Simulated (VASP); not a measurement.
# LiCl: structure and properties in VASP

What structure does LiCl take at this level, and what are its properties? The steps: relaxing cell and atoms (PBE), density, ELF and potential (PBE), bands along the symmetry lines (PBE), total and projected DOS (PBE), electric field gradients (PBE) and dielectric tensor and Born charges (PBE). The start is a cell from a database of measured crystal structures.

Calculated with VASP 6.6.1; PBE; plane waves and PAW (Li_sv, Cl).

The database entry behind the starting cell differs from later determinations by our own check (0.1 to 0.3 % short, probably kX units), so it need not match the best structure at ambient conditions.

## Step 1: The starting structure

Before any relaxation, the start is as follows. The structure is cubic, space group Fm-3m (No. 225). Conventional cell: a = 5.130 Å, b = 5.130 Å, c = 5.130 Å, α = 90.00°, β = 90.00°, γ = 90.00°. Nearest to Li lie 6 Cl at 2.56 Å. Nearest to Cl lie 6 Li at 2.56 Å. Farther neighbours and most contacts between anions are not listed.

Coordinates:

```xyz
2
Lattice="0.0000 2.5648 2.5648 2.5648 0.0000 2.5648 2.5648 2.5648 0.0000" Properties=species:S:1:pos:R:3 pbc="T T T"
Li    0.0000    0.0000    0.0000
Cl    2.5648    2.5648    2.5648
```

## Step 2: Relaxing cell and atoms (PBE)

The start need not lie at this functional's minimum. ISIF = 3 frees volume, shape and positions, and EDIFFG sets the threshold on forces and stress at which the search stops. PBE, the usual starting point, adds the gradient of the density.

INCAR reads:

```
SYSTEM = LiCl
PREC = Accurate
ENCUT = 650
EDIFF = 1E-06
NELM = 100
ISMEAR = 0
SIGMA = 0.05
LREAL = .FALSE.
ALGO = Normal
GGA = PE
NBANDS = 11
LORBIT = 11
LWAVE = .FALSE.
LCHARG = .FALSE.
KPAR = 2
IBRION = 2
NSW = 60
ISIF = 3
EDIFFG = -0.01
```

POSCAR reads:

```
LiCl
1.0
    0.0000000000      2.5647700000      2.5647700000
    2.5647700000      0.0000000000      2.5647700000
    2.5647700000      2.5647700000      0.0000000000
Li Cl
1 1
Direct
    0.0000000000      0.0000000000      0.0000000000
    0.5000000000      0.5000000000      0.5000000000
```

KPOINTS reads:

```
Automatic mesh
0
Gamma
8 8 8
0 0 0
```

The projector-augmented-wave data sets are Li_sv and Cl (PBE family, release 64).

Started as:

```bash
mpirun -np 2 vasp_std
```

The program printed:

```text
[banner, memory and clock lines left out]
running    2 mpi-ranks, on    1 nodes
 distrk:  each k-point on    1 cores,    2 groups
 distr:  one band on    1 cores,    1 groups

 POSCAR found type information on POSCAR LiCl
 POSCAR found :  2 types and       2 ions
 LDA part: xc-table for (Slater+PW92), standard interpolation
 POSCAR, INCAR and KPOINTS ok, starting setup
 FFT: planning ... GRIDC
 FFT: planning ... GRID_SOFT
 FFT: planning ... GRID
 WAVECAR not read
 entering main loop
       N       E                     dE             d eps       ncg     rms          rms(c)
DAV:   1     0.504300193791E+02    0.50430E+02   -0.47712E+03   638   0.978E+02
DAV:   2    -0.395670559263E+01   -0.54387E+02   -0.50293E+02   792   0.166E+02
DAV:   3    -0.735518812475E+01   -0.33985E+01   -0.33863E+01   844   0.434E+01
DAV:   4    -0.744859363411E+01   -0.93406E-01   -0.93326E-01   917   0.714E+00
DAV:   5    -0.744943604791E+01   -0.84241E-03   -0.84240E-03   824   0.716E-01    0.239E+00
DAV:   6    -0.737950152150E+01    0.69935E-01   -0.15626E-01   819   0.197E+00    0.170E+00
DAV:   7    -0.738070153562E+01   -0.12000E-02   -0.50194E-02   971   0.128E+00    0.920E-01
DAV:   8    -0.738478152967E+01   -0.40800E-02   -0.66310E-03   738   0.627E-01    0.147E-01
DAV:   9    -0.738475064619E+01    0.30883E-04   -0.18866E-04   792   0.107E-01    0.506E-02
DAV:  10    -0.738481254902E+01   -0.61903E-04   -0.10846E-04   730   0.765E-02    0.383E-02
DAV:  11    -0.738481325177E+01   -0.70276E-06   -0.84618E-06   882   0.198E-02
   1 F= -.73848133E+01 E0= -.73848133E+01  d E =-.738481E+01
 curvature:   0.00 expect dE= 0.000E+00 dE for cont linesearch  0.000E+00
 trial: gam= 0.00000 g(F)=  0.428E-60 g(S)=  0.252E-03 ort = 0.000E+00 (trialstep = 0.100E+01)
 search vector abs. value=  0.252E-03
 bond charge predicted
       N       E                     dE             d eps       ncg     rms          rms(c)
DAV:   1    -0.738591955356E+01   -0.11070E-02   -0.17033E-02   656   0.827E-01    0.201E-01
DAV:   2    -0.738511914112E+01    0.80041E-03   -0.18780E-03   789   0.261E-01    0.696E-02
DAV:   3    -0.738501668391E+01    0.10246E-03   -0.39695E-04   734   0.110E-01    0.431E-02
DAV:   4    -0.738500553443E+01    0.11149E-04   -0.10191E-05  1086   0.237E-02    0.689E-03
DAV:   5    -0.738500404659E+01    0.14878E-05   -0.17732E-06   531   0.855E-03    0.235E-03
DAV:   6    -0.738500414798E+01   -0.10139E-06   -0.11119E-07   394   0.316E-03
   2 F= -.73850041E+01 E0= -.73850041E+01  d E =-.190896E-03
 trial-energy change:   -0.000191  1 .order   -0.000189   -0.000252   -0.000125
 step:   1.9875(harm=  1.9875)  dis= 0.00000  next Energy=    -7.385064 (dE=-0.251E-03)
 bond charge predicted
       N       E                     dE             d eps       ncg     rms          rms(c)
DAV:   1    -0.738594911458E+01   -0.94507E-03   -0.16475E-02   638   0.813E-01    0.194E-01
DAV:   2    -0.738517960813E+01    0.76951E-03   -0.18108E-03   777   0.256E-01    0.678E-02
DAV:   3    -0.738508162255E+01    0.97986E-04   -0.38101E-04   725   0.108E-01    0.430E-02
DAV:   4    -0.738507079062E+01    0.10832E-04   -0.98239E-06  1080   0.233E-02    0.676E-03
DAV:   5    -0.738506935780E+01    0.14328E-05   -0.17243E-06   492   0.840E-03    0.228E-03
DAV:   6    -0.738506946014E+01   -0.10234E-06   -0.11255E-07   361   0.320E-03
   3 F= -.73850695E+01 E0= -.73850695E+01  d E =-.256208E-03
 curvature:  -0.99 expect dE=-0.355E-07 dE for cont linesearch -0.355E-07
 trial: gam=-0.01175 g(F)=  0.127E-60 g(S)=  0.357E-07 ort = 0.300E-05 (trialstep = 0.120E+01)
 search vector abs. value=  0.105E-09
 reached required accuracy - stopping structural energy minimisation
```

It took 16 s on 2 MPI ranks of AMD EPYC 7R43, shared host; peak memory 0.26 GiB.

Lines that name or quote the potential files are left out of all logs, and their timing lines are given in words.

OUTCAR, selected parts (step 2):

```text
ion  position               nearest neighbor table
   1  0.000  0.000  0.000-   2 2.56   2 2.56   2 2.56   2 2.56   2 2.56   2 2.56
   2  0.500  0.500  0.500-   1 2.56   1 2.56   1 2.56   1 2.56   1 2.56   1 2.56

  LATTYP: Found a face centered cubic cell.
 ALAT       =     5.1295400000

 Subroutine GETGRP returns: Found 48 space group operations
 (whereof 48 operations were pure point group operations)

The static configuration has the point symmetry O_h .

 Found     29 irreducible k-points:

   k-points           NKPTS =     29   k-points in BZ     NKDIM =     29   number of bands    NBANDS=     11

   dimension x,y,z NGX =    30 NGY =   30 NGZ =   30
   dimension x,y,z NGXF=    60 NGYF=   60 NGZF=   60

   ENCUT  =  650.0 eV  47.77 Ry    6.91 a.u.   7.54  7.54  7.54*2*pi/ulx,y,z

   NELECT =      10.0000    total number of electrons

 k-points in reciprocal lattice and weights: Automatic mesh
   0.00000000  0.00000000  0.00000000       0.002
   0.12500000  0.00000000  0.00000000       0.016
   0.25000000  0.00000000  0.00000000       0.016
   0.37500000  0.00000000  0.00000000       0.016
   0.50000000  0.00000000  0.00000000       0.008
   0.12500000  0.12500000  0.00000000       0.012
   0.25000000  0.12500000  0.00000000       0.047
   0.37500000  0.12500000  0.00000000       0.047
   0.50000000  0.12500000  0.00000000       0.047
[...]
-0.37500000  0.50000000  0.12500000       0.023
  -0.25000000  0.50000000  0.25000000       0.012

 average (electrostatic) potential at core
       1 -62.0974       2 -92.6590

 E-fermi :   0.8397

 k-point     1 :       0.0000    0.0000    0.0000
  band No.  band energies     occupation
      1     -43.0174      2.00000
      2     -12.8510      2.00000
      3       0.5158      2.00000
      4       0.5158      2.00000
      5       0.5158      2.00000
      6       6.8066      0.00000
      7      12.4471      0.00000
      8      12.4471      0.00000
      9      12.4471      0.00000
     10      14.9937      0.00000
    ...

 k-point     2 :       0.1250    0.0000    0.0000
  band No.  band energies     occupation
      1     -43.0172      2.00000
      2     -12.7769      2.00000
      3      -0.0038      2.00000
      4       0.4754      2.00000
      5       0.4754      2.00000
      6       7.2663      0.00000
      7      11.6588      0.00000
      8      12.3406      0.00000
      9      12.3406      0.00000
     10      13.5948      0.00000
    ...

 k-point     3 :       0.2500    0.0000    0.0000
  band No.  band energies     occupation
      1     -43.0163      2.00000
      2     -12.5880      2.00000
      3      -1.0445      2.00000
      4       0.3830      2.00000
      5       0.3830      2.00000
      6       7.7084      0.00000
      7      11.1980      0.00000
      8      11.1980      0.00000
      9      11.4622      0.00000
     10      14.4471      0.00000
    ...

  Total        0.0007022      0.0007022      0.0007022      0.0000000      0.0000000      0.0000000
  in kB        0.0330620      0.0330620      0.0330620      0.0000000      0.0000000      0.0000000
  external PRESSURE =       0.0330620 kB  Pullay stress =       0.0000000 kB

  energy-cutoff  :      650.00
  volume of cell :       34.03
      direct lattice vectors                 reciprocal lattice vectors
    -0.000000000  2.572032636  2.572032636    -0.194398777  0.194398777  0.194398777
     2.572032636 -0.000000000  2.572032636     0.194398777 -0.194398777  0.194398777
     2.572032636  2.572032636  0.000000000     0.194398777  0.194398777 -0.194398777

 POSITION                                       TOTAL-FORCE (eV/Angst)
 -----------------------------------------------------------------------------------
      0.00000      0.00000      0.00000         0.000000      0.000000      0.000000
      2.57203      2.57203      2.57203        -0.000000     -0.000000     -0.000000
 -----------------------------------------------------------------------------------
    total drift:                               -0.000000     -0.000000      0.000000

  FREE ENERGIE OF THE ION-ELECTRON SYSTEM (eV)
  ---------------------------------------------------
  free  energy   TOTEN  =        -7.3850694601 eV

  energy  without entropy=       -7.3850694601  energy(sigma->0) =       -7.38506946

 reached required accuracy - stopping structural energy minimisation

 total charge
# of ion       s       p       d       tot
------------------------------------------
    1        2.006   0.033   0.000   2.039
    2        1.589   3.590   0.000   5.179
--------------------------------------------------
tot          3.595   3.623   0.000   7.219

[... 3 further parts left out ...]
```

The gap is read on the k-mesh alone, so it is an upper bound where the band edges lie off the mesh. The run keeps the 48 symmetry operations of its start, so it cannot find a distortion of lower symmetry.

The steps of the relaxation:

```
step  energy less that of the first step (eV)  largest force (eV/Å)  pressure (GPa)  volume (Å³)
   1                                   0.0000                0.0000            0.28        33.74
   2                                  -0.0002                0.0000            0.14        33.89
   3                                  -0.0003                0.0000            0.00        34.03
```

```
conventional cell, symmetrised  before  after  change
                         a (Å)   5.130  5.144  +0.3 %
                         b (Å)   5.130  5.144  +0.3 %
                         c (Å)   5.130  5.144  +0.3 %
              volume (Å³/atom)   16.87  17.01  +0.9 %
```

The relaxed structure:

```xyz
2
Lattice="0.0000 2.5720 2.5720 2.5720 0.0000 2.5720 2.5720 2.5720 0.0000" Properties=species:S:1:pos:R:3 pbc="T T T"
Li    0.0000    0.0000    0.0000
Cl    2.5720    2.5720    2.5720
```

This step gave:

```yaml
electrons: 10
bands: 11
irreducible_k_points: 29
symmetry_operations: 48
free_energy_toten: -7.385 eV
fermi_energy: 0.8397 eV
pressure: 0.003306 GPa
metallic: no
valence_top_at_k: 0, 0, 0
conduction_bottom_at_k: 0, 0, 0
least_direct_gap_at_k: 0, 0, 0
scf_cycles_over_all_ionic_steps: 23
gap_on_the_k_mesh: 6.291 eV
least_direct_gap_on_the_k_mesh: 6.291 eV
```

It ends with forces that vanish by symmetry and a pressure of 0.00 GPa. The volume lies +0.9 % from that of the database's start.

## Step 3: Density, ELF and potential (PBE)

A single point on the relaxed cell gives a clean self-consistent state, with density, ELF and potential written out.

INCAR: that of step 2 with these lines changed.

```diff
@@ -13,7 +13,5 @@
 LWAVE = .FALSE.
-LCHARG = .FALSE.
-KPAR = 2
-IBRION = 2
-NSW = 60
-ISIF = 3
-EDIFFG = -0.01
+LCHARG = .TRUE.
+ISIF = 2
+LELF = .TRUE.
+LVHAR = .TRUE.
```

POSCAR reads:

```
LiCl
1.0
    0.0000000000      2.5720326364      2.5720326364
    2.5720326364      0.0000000000      2.5720326364
    2.5720326364      2.5720326364      0.0000000000
Li Cl
1 1
Direct
    0.0000000000      0.0000000000      0.0000000000
    0.5000000000      0.5000000000      0.5000000000
```

KPOINTS is that of step 2.

Started as:

```bash
mpirun -np 2 vasp_std
```

The program printed:

```text
[banner, memory and clock lines left out]
running    2 mpi-ranks, on    1 nodes
 distrk:  each k-point on    2 cores,    1 groups
 distr:  one band on    1 cores,    2 groups

 POSCAR found type information on POSCAR LiCl
 POSCAR found :  2 types and       2 ions
 LDA part: xc-table for (Slater+PW92), standard interpolation
|                                                                             |
|           W    W    AA    RRRRR   N    N  II  N    N   GGGG   !!!           |
|           W    W   A  A   R    R  NN   N  II  NN   N  G    G  !!!           |
|           W    W  A    A  R    R  N N  N  II  N N  N  G       !!!           |
|           W WW W  AAAAAA  RRRRR   N  N N  II  N  N N  G  GGG   !            |
|           WW  WW  A    A  R   R   N   NN  II  N   NN  G    G                |
|           W    W  A    A  R    R  N    N  II  N    N   GGGG   !!!           |
|                                                                             |
|     The number of bands has been changed from the values supplied in        |
|     The orbitals not found in the WAVECAR file will be initialized with     |
|     random numbers, which is usually adequate. For correlated               |
|     calculations, however, you should redo the groundstate calculation.     |
|     I found NBANDS = 11. Now, NBANDS = 12.                                  |
|                                                                             |

 POSCAR, INCAR and KPOINTS ok, starting setup
 FFT: planning ... GRIDC
 FFT: planning ... GRID_SOFT
 FFT: planning ... GRID
 WAVECAR not read
 entering main loop
       N       E                     dE             d eps       ncg     rms          rms(c)
DAV:   1     0.425617471485E+02    0.42562E+02   -0.46784E+03   696   0.898E+02
DAV:   2    -0.471810717900E+01   -0.47280E+02   -0.44993E+02   876   0.151E+02
DAV:   3    -0.738500802328E+01   -0.26669E+01   -0.26572E+01   928   0.371E+01
DAV:   4    -0.744925567822E+01   -0.64248E-01   -0.64231E-01   900   0.586E+00
DAV:   5    -0.745061308497E+01   -0.13574E-02   -0.13574E-02   948   0.751E-01    0.238E+00
DAV:   6    -0.737979530801E+01    0.70818E-01   -0.15431E-01   872   0.182E+00    0.169E+00
DAV:   7    -0.738105609791E+01   -0.12608E-02   -0.48966E-02  1052   0.118E+00    0.922E-01
DAV:   8    -0.738519818893E+01   -0.41421E-02   -0.66438E-03   812   0.578E-01    0.160E-01
DAV:   9    -0.738515858745E+01    0.39601E-04   -0.19041E-04   868   0.993E-02    0.570E-02
DAV:  10    -0.738522046365E+01   -0.61876E-04   -0.11912E-04   804   0.724E-02    0.505E-02
DAV:  11    -0.738522035782E+01    0.10583E-06   -0.13639E-05   876   0.225E-02    0.183E-03
DAV:  12    -0.738522073545E+01   -0.37763E-06   -0.52772E-07   760   0.531E-03
   1 F= -.73852207E+01 E0= -.73852207E+01  d E =-.648640E-22
```

The job ended after 13 s (2 MPI ranks; peak memory 0.22 GiB; 25 s of CPU time).

Parts of OUTCAR (step 3):

```text
  LATTYP: Found a face centered cubic cell.
 ALAT       =     5.1440652728

The static configuration has the point symmetry O_h .

 Found     29 irreducible k-points:

   k-points           NKPTS =     29   k-points in BZ     NKDIM =     29   number of bands    NBANDS=     12

   ENCUT  =  650.0 eV  47.77 Ry    6.91 a.u.   7.56  7.56  7.56*2*pi/ulx,y,z

   NELECT =      10.0000    total number of electrons

 E-fermi :   0.8420

 k-point     1 :       0.0000    0.0000    0.0000
  band No.  band energies     occupation
      1     -43.0177      2.00000
      2     -12.8513      2.00000
      3       0.5155      2.00000
      4       0.5155      2.00000
      5       0.5155      2.00000
      6       6.8065      0.00000
      7      12.4472      0.00000
      8      12.4472      0.00000
      9      12.4472      0.00000
     10      14.9938      0.00000
    ...

 k-point     2 :       0.1250    0.0000    0.0000
  band No.  band energies     occupation
      1     -43.0174      2.00000
      2     -12.7772      2.00000
      3      -0.0040      2.00000
      4       0.4751      2.00000
      5       0.4751      2.00000
      6       7.2661      0.00000
      7      11.6588      0.00000
      8      12.3406      0.00000
      9      12.3406      0.00000
     10      13.5948      0.00000
    ...

  Total        0.0043253      0.0043253      0.0043253     -0.0000000      0.0000000     -0.0000000
  in kB        0.2036438      0.2036438      0.2036438     -0.0000000      0.0000000     -0.0000000
  external PRESSURE =       0.2036438 kB  Pullay stress =       0.0000000 kB

  energy-cutoff  :      650.00
  volume of cell :       34.03
      direct lattice vectors                 reciprocal lattice vectors
     0.000000000  2.572032636  2.572032636    -0.194398777  0.194398777  0.194398777
     2.572032636  0.000000000  2.572032636     0.194398777 -0.194398777  0.194398777
     2.572032636  2.572032636  0.000000000     0.194398777  0.194398777 -0.194398777

 POSITION                                       TOTAL-FORCE (eV/Angst)
 -----------------------------------------------------------------------------------
      0.00000      0.00000      0.00000        -0.000000     -0.000000      0.000000
      2.57203      2.57203      2.57203         0.000000      0.000000     -0.000000
 -----------------------------------------------------------------------------------
    total drift:                               -0.000000     -0.000000      0.000000

  FREE ENERGIE OF THE ION-ELECTRON SYSTEM (eV)
  ---------------------------------------------------
  free  energy   TOTEN  =        -7.3852207354 eV

  energy  without entropy=       -7.3852207354  energy(sigma->0) =       -7.38522074

[... 4 parts as in an earlier step ...]

[... 6 further parts left out ...]
```

This step gave:

```yaml
scf_cycles: 12
bands: 12
fermi_energy: 0.842 eV
pressure: 0.02036 GPa
```

Valence electrons inside each PAW sphere by angular momentum. Sphere charges, by row:

```
atom  s (e)  p (e)  d (e)  tot (e)
 Li1  2.006  0.033      0    2.039
 Cl2  1.589   3.59      0    5.179
```

Electrostatic potential energy in the ac plane of the conventional cell at fractional y = 0.000, with atoms of Li and Cl within 0.2 Å of it. With pseudopotentials it is smooth inside the atoms' cores, unlike the true potential.

Ten even steps from '0' (-87 eV) to '9' (5 eV), each cell a mean:
```
57999500389986
89999854799998
99999999999999
99999999999999
79999999999998
25999977899973
02799853799940
03899865799950
47999988999985
99999999999999
99999999999999
99999987999999
78999732599997
37999400279985
```
Columns run along a (5.1 Å; values clipped at the 3rd and 97th percentile), rows up along c (5.1 Å), edges of the conventional cell, whose origin can differ from the input's. Atoms in or near the plane, at fractional coordinates: Li at (0.00, 0.00), Li at (0.50, 0.50), Cl at (0.50, 0.00), Cl at (0.00, 0.50).

Valence density in the ac plane of the conventional cell at fractional y = 0.000, with atoms of Li and Cl within 0.2 Å of it. It is the smooth field of the valence electrons, not physical close to the nuclei.

Ten steps, logarithmic in the rise over the least value, from '_' (0.05 × 1e0 e/Å³) to '@' (7.24 × 1e0 e/Å³), each cell a mean:
```
@@++__..==********++::__::%%
--..__..--++****++==::____::
..______..--====--::________
--::..____....::..______::::
++==--..______..______::==++
****==::__..++**--__..--++**
==**++--..--@@@@**..::==****
****++::__::%%@@++__..==****
**++==::____::--..__..--++**
==--::________..______..--==
::..______::::--::..____....
..______::==++++==--..______
**--__..--++******==::__..++
@@**..::==****==**++--..--@@
```
Columns run along a (5.1 Å), rows up along c (5.1 Å), edges of the conventional cell, whose origin can differ from the input's. Atoms in or near the plane, at fractional coordinates: Li at (0.00, 0.00), Li at (0.50, 0.50), Cl at (0.50, 0.00), Cl at (0.00, 0.50).

ELF in the ac plane of the conventional cell at fractional y = 0.000, with atoms of Li and Cl within 0.2 Å of it. It is the smooth field of the valence electrons, not physical close to the nuclei.

Ten even steps from '_' (0.28 × 1e-1) to '@' (9.64 × 1e-1), each cell a mean:
```
%%--__++%%%%##**%%%%##....##
..____--##%%%%%%%%%%++____..
....__..==##%%%%%%++..____..
##**--__..--++++==..__..++##
%%%%##--____________..++%%%%
##%%%%**..__--==..__==%%%%%%
==##%%##....%%@@==__++%%%%**
**%%%%##....##%%--__++%%%%##
%%%%%%++____....____--##%%%%
%%%%++..____......__..==##%%
++==..__..++####**--__..--++
______..++%%%%%%%%##--______
==..__==%%%%%%##%%%%**..__--
@@==__++%%%%**==##%%##....%%
```
Columns run along a (5.1 Å), rows up along c (5.1 Å), edges of the conventional cell, whose origin can differ from the input's. Atoms in or near the plane, at fractional coordinates: Li at (0.00, 0.00), Li at (0.50, 0.50), Cl at (0.50, 0.00), Cl at (0.00, 0.50).

In this run the pressure is 0.02 GPa, small enough to go on.

(Part 1 of 3 ends here.)

[Lines on the potential files, build, host, timing and source positions are cut from VASP's logs without a mark.]

[Logs are printed without paths, hosts, clocks, repeated set-up lines and the standing remarks that a program may print on its own settings, such as how far it seeks lower states.]

[Hosts, paths, dates, database ids (printed as entryN), source tags and the programs' standing remarks are cut or masked in the printed files.]

[Measured values are set beside computed ones only where the two were judged alike; some that the calculation misses by far are left out.]

[In band tables of VASP the shares of atoms and orbitals are scaled to a sum of 1 inside the atoms' spheres.]
